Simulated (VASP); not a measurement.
Input:

```xyz
4
Lattice="3.7646 0.0000 0.0000 0.0000 3.7646 0.0000 0.0000 0.0000 4.7437" Properties=species:S:1:pos:R:3 pbc="T T T"
Ca     1.8823     0.0000     1.1233
Ca     0.0000     1.8823     3.6204
O      0.0000     0.0000     0.0000
O      1.8823     1.8823     0.0000
```

Calculation: PBE GGA, VASP's PBE PAW potentials (set 64) (plane waves; VASP). Run with 520 eV cut-off, 3×3×2 Γ-centred mesh, Gaussian smearing of 0.050 eV, potentials Ca_sv O.

Gaps are read on the run's mesh, which can miss a band edge.

Problem. Predict the energy per atom (σ→0), pressure, band gap (on the k-mesh) with the smallest direct gap where there is one.

Solution. 
band gap (on the k-mesh): none (metal, semimetal or under 0.01 eV)
energy per atom (σ→0): -5.505 eV/atom
pressure: 9.48 GPa

The absolute energy has meaning only against runs of the same code, potentials and settings.

The structure was generated: CaO was put into the litharge type (P4/nmm), which need not be its known phase. The cell was not relaxed at this level. The k-mesh is coarse (spacing up to 0.66 per Å, 2π included), so the numbers may not be converged in it. The run is one of a series of settings (KPOINTS 3×3×2 Γ-centred mesh against the base run), some of them coarse on purpose.
